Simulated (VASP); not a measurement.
The input files of a VASP run:

### POSCAR
```
CsI
1
    4.4091767125     0.0000000000     0.0000000000
    0.0000000000     4.4091767125     0.0000000000
    0.0000000000     0.0000000000     4.4091767125
Cs I
1 1
Direct
  0.0000000000   0.0000000000   0.0000000000
  0.5000000000   0.5000000000   0.5000000000
```

INCAR:
```
SYSTEM = CsI
PREC = Accurate; ENCUT = 520; LREAL = .False.
LASPH = .True.
EDIFF = 1E-7; NELM = 100; ALGO = Normal
LMAXMIX = 4
ISMEAR = -5
ISIF = 2
LWAVE = .False.; LCHARG = .True.; LORBIT = 11
NEDOS = 601
```

KPOINTS:
```
Automatic
0
G
 7 7 7
```

POTCAR, in this order: Cs_sv I (LDA.64 set). Program: vasp_std.

**Question.** Translate this LDA calculation to Quantum ESPRESSO's pw.x.

**Answer.** One equivalent input (not run):
```
&CONTROL
  calculation = 'scf'
  pseudo_dir = './pseudo'
  outdir = './out'
  tprnfor = .true.
  tstress = .true.
/
&SYSTEM
  ibrav = 0
  nat = 2
  ntyp = 2
  ecutwfc = 70
  occupations = 'tetrahedra'
  input_dft = 'pz'
/
&ELECTRONS
  conv_thr = 7.3e-09
  electron_maxstep = 100
/
ATOMIC_SPECIES
  Cs 132.905 Cs.upf
  I 126.904 I.upf
CELL_PARAMETERS angstrom
     4.4091767    0.0000000    0.0000000
     0.0000000    4.4091767    0.0000000
     0.0000000    0.0000000    4.4091767
ATOMIC_POSITIONS crystal
  Cs   0.0000000  0.0000000  0.0000000
  I    0.5000000  0.5000000  0.5000000
K_POINTS automatic
  7 7 7 0 0 0
```
What does not carry over: the potentials are each code's own (VASP's PAW set, PseudoDojo norm-conserving files in pw.x), so ENCUT and ecutwfc are chosen apart and not converted; conv_thr bounds pw.x's estimated SCF error, while EDIFF bounds the energy change between steps.

The compound is CsI in the CsCl type structure. It was relaxed first, which changed the volume by -10 %.
